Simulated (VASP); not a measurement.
```xyz
3
Lattice="5.0396 0.0000 0.0000 -2.5198 4.3644 0.0000 0.0000 0.0000 5.9296" Properties=species:S:1:pos:R:3 pbc="T T T"
S     -2.5198     4.5144     0.0000
Rb     0.0000     2.9096     1.3530
Rb     2.5198     1.4548     4.5766
```

Computed with PBEsol GGA, VASP's PBE PAW potentials (set 64) (plane waves; VASP). Settings: 480 eV cut-off, 6×6×4 Γ-centred mesh, Gaussian smearing of 0.050 eV, potentials S Rb_sv.

### Question
What does the run give for the energy per atom (σ→0), largest force, band gap (on the k-mesh) with the smallest direct gap where there is one?

### Answer

```json
{
  "band gap (on the k-mesh)": "1.33 eV",
  "smallest direct gap (on the k-mesh)": "1.56 eV",
  "energy per atom (σ→0)": "-3028 meV/atom",
  "largest_force": "0.01552 Ry/bohr"
}
```

Total energies compare only between runs with the same potentials, cut-off and functional.

The structure was generated: Rb2S was put into the CdI2 type (P-3m1), which need not be its known phase. This cell was strained or had an atom moved on purpose.
